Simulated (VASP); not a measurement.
Given:

```
Mg2Ge
1.0
    0.00000     3.22929     3.22929
    3.22929     0.00000     3.22929
    3.22929     3.22929     0.00000
Mg Ge
2 1
Direct
  0.25000   0.25000   0.25000
  0.75000   0.75000   0.75000
  0.00000   0.00000   0.00000
```

Computed with revPBE GGA, VASP's PBE PAW potentials (set 64) (plane waves; VASP 6.6.1). Run with 520 eV cut-off, Gaussian smearing of 0.050 eV, potentials Mg Ge_d.

**Question.** Give the energies of bands 7 to 12 at the high-symmetry points, in eV from the valence-band maximum.

**Answer.** 
| band | Γ | X | U | L | W |
|---|---|---|---|---|---|
| 7 | 0.00 | -4.42 | -4.00 | -4.72 | -3.59 |
| 8 | 0.00 | -1.96 | -3.42 | -0.72 | -3.59 |
| 9 | 0.00 | -1.96 | -1.64 | -0.72 | -2.62 |
| 10 | 0.92 | 0.19 | 0.72 | 0.93 | 2.77 |
| 11 | 2.77 | 0.53 | 3.07 | 2.73 | 3.65 |
| 12 | 2.77 | 7.74 | 5.90 | 2.73 | 3.69 |

The gap is indirect, 0.19 eV, from the valence maximum at Γ to the conduction minimum at X.

Measured: gap 0.74 eV (computed value off by -0.55 eV), as given by Byungki Ryu et al., Journal of the Korean Physical Society (2019), arXiv:1905.06140.

The compound is Mg2Ge in the antifluorite structure. It was relaxed first.
